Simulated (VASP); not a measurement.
Level of theory: LDA (Ceperley-Alder, Perdew-Zunger), VASP's LDA PAW potentials (set 64) (plane waves; VASP).

VASP ran on this input.

### INCAR
```
# general
SYSTEM   =  NiAl
PREC     =  Accurate
ENCUT    =  400
LREAL    =  .FALSE.
LASPH    =  .TRUE.

# electronic loop
EDIFF    =  1E-6
NELM     =  100
ALGO     =  Normal
LMAXMIX  =  4

# smearing
ISMEAR   =  1
SIGMA    =  0.1

# ions
IBRION   =  2
NSW      =  60
ISIF     =  3
EDIFFG   =  -0.01

# output
LWAVE    =  .FALSE.
LCHARG   =  .FALSE.
```

### POSCAR
```
NiAl
1.0
  2.8900000000   0.0000000000   0.0000000000
  0.0000000000   2.8900000000   0.0000000000
  0.0000000000   0.0000000000   2.8900000000
Al Ni
1 1
Cart
  1.4450000000   1.4450000000   1.4450000000
  0.0000000000   0.0000000000   0.0000000000
```

**KPOINTS**
```
Automatic
0
Gamma
  11 11 11
```

POTCAR, in this order: Al Ni (LDA.64 set). Program: vasp_std.

The run wrote:

File OSZICAR:
```
       N       E                     dE             d eps       ncg     rms          rms(c)
DAV:   1     0.315731057143E+02    0.31573E+02   -0.47408E+03  1160   0.111E+03
DAV:   2    -0.125386033484E+02   -0.44112E+02   -0.41495E+02  1134   0.186E+02
DAV:   3    -0.135151104611E+02   -0.97651E+00   -0.97006E+00  1342   0.356E+01
DAV:   4    -0.135289959817E+02   -0.13886E-01   -0.13880E-01  1310   0.385E+00
DAV:   5    -0.135293422597E+02   -0.34628E-03   -0.34627E-03  1274   0.607E-01    0.116E+01
DAV:   6    -0.153207112911E+02   -0.17914E+01   -0.55355E+01  1256   0.130E+02    0.151E+01
DAV:   7    -0.121785638501E+02    0.31421E+01   -0.16072E+01  1238   0.779E+01    0.111E+00
DAV:   8    -0.121672364073E+02    0.11327E-01   -0.42297E-01  1390   0.812E+00    0.101E+00
DAV:   9    -0.121520962014E+02    0.15140E-01   -0.54851E-02  1322   0.382E+00    0.168E-01
DAV:  10    -0.121516865830E+02    0.40962E-03   -0.11524E-03  1256   0.510E-01    0.780E-02
DAV:  11    -0.121516823995E+02    0.41835E-05   -0.39173E-05  1414   0.717E-02    0.265E-02
DAV:  12    -0.121516818375E+02    0.56195E-06   -0.21089E-06   796   0.267E-02
   1 F= -.12151682E+02 E0= -.12151513E+02  d E =-.121517E+02
       N       E                     dE             d eps       ncg     rms          rms(c)
DAV:   1    -0.151876109173E+02   -0.30359E+01   -0.37157E+01  1224   0.113E+02    0.167E+01
DAV:   2    -0.176645053962E+02   -0.24769E+01   -0.10273E+02  1254   0.185E+02    0.188E+01
DAV:   3    -0.122106566831E+02    0.54538E+01   -0.25606E+01  1234   0.103E+02    0.299E+00
DAV:   4    -0.121886178444E+02    0.22039E-01   -0.65080E-01  1356   0.106E+01    0.219E+00
DAV:   5    -0.121680598127E+02    0.20558E-01   -0.64978E-02  1408   0.363E+00    0.791E-01
DAV:   6    -0.121651781227E+02    0.28817E-02   -0.15546E-02  1262   0.220E+00    0.165E-01
DAV:   7    -0.121652019705E+02   -0.23848E-04   -0.23238E-04  1196   0.142E-01    0.873E-02
DAV:   8    -0.121651789662E+02    0.23004E-04   -0.17214E-04  1290   0.229E-01    0.869E-03
DAV:   9    -0.121651788708E+02    0.95418E-07   -0.84118E-06  1272   0.391E-02
   2 F= -.12165179E+02 E0= -.12164861E+02  d E =-.134970E-01
       N       E                     dE             d eps       ncg     rms          rms(c)
DAV:   1    -0.127318120230E+02   -0.56663E+00   -0.73054E+00  1202   0.542E+01    0.644E+00
DAV:   2    -0.130807520000E+02   -0.34894E+00   -0.16234E+01  1260   0.729E+01    0.758E+00
DAV:   3    -0.122174893943E+02    0.86326E+00   -0.65667E+00  1298   0.453E+01    0.145E+00
DAV:   4    -0.121988733971E+02    0.18616E-01   -0.57320E-02  1344   0.383E+00    0.601E-01
DAV:   5    -0.121947033921E+02    0.41700E-02   -0.72847E-03  1698   0.994E-01    0.855E-02
DAV:   6    -0.121947178989E+02   -0.14507E-04   -0.15345E-04  1180   0.122E-01    0.343E-02
DAV:   7    -0.121947240228E+02   -0.61238E-05   -0.47544E-06  1198   0.231E-02    0.651E-03
DAV:   8    -0.121947238771E+02    0.14565E-06   -0.81812E-07   602   0.155E-02
   3 F= -.12194724E+02 E0= -.12194491E+02  d E =-.430420E-01
```

OUTCAR:
```
------------------------ aborting loop because EDIFF is reached ----------------------------------------
  FORCE on cell =-STRESS in cart. coord.  units (eV):
  Direction    XX          YY          ZZ          XY          YZ          ZX
  --------------------------------------------------------------------------------------
  Total       -0.0105208     -0.0105208     -0.0105208      0.0000000      0.0000000      0.0000000
  in kB       -0.7400611     -0.7400611     -0.7400611      0.0000000      0.0000000      0.0000000
  external PRESSURE =      -0.7400611 kB  Pullay stress =       0.0000000 kB
  volume of cell :       22.78
      direct lattice vectors                 reciprocal lattice vectors
     2.834639467  0.000000000 -0.000000000     0.352778550 -0.000000000 -0.000000000
     0.000000000  2.834639467  0.000000000    -0.000000000  0.352778550 -0.000000000
     0.000000000  0.000000000  2.834639467     0.000000000 -0.000000000  0.352778550
 POSITION                                       TOTAL-FORCE (eV/Angst)
 -----------------------------------------------------------------------------------
      1.41732      1.41732      1.41732         0.000000      0.000000      0.000000
      0.00000      0.00000      0.00000        -0.000000     -0.000000      0.000000
 -----------------------------------------------------------------------------------
    total drift:                               -0.000000      0.000000      0.000000
  FREE ENERGIE OF THE ION-ELECTRON SYSTEM (eV)
  ---------------------------------------------------
  free  energy   TOTEN  =       -12.1947238771 eV

  energy  without entropy=      -12.1940262055  energy(sigma->0) =      -12.19449132

 reached required accuracy - stopping structural energy minimisation
```
(Selected blocks of OUTCAR.)

### CONTCAR
```
NiAl
   1.00000000000000
     2.8346394668346813    0.0000000000000000   -0.0000000000000000
     0.0000000000000000    2.8346394668346813    0.0000000000000000
     0.0000000000000000    0.0000000000000000    2.8346394668346813
  Al              Ni
     1     1
Direct
     0.5000000000000000    0.5000000000000000    0.5000000000000000
     0.0000000000000000    0.0000000000000000    0.0000000000000000
```

Energy and stress use the plane-wave basis of the starting cell.

The compound is NiAl in the CsCl type structure. This run relaxes it. Symmetry was kept, so distortions that lower it aren't found. The run is not spin-polarised, so no magnetic state was tried. The electron count is odd and the run is not spin-polarised, which forces a metal.
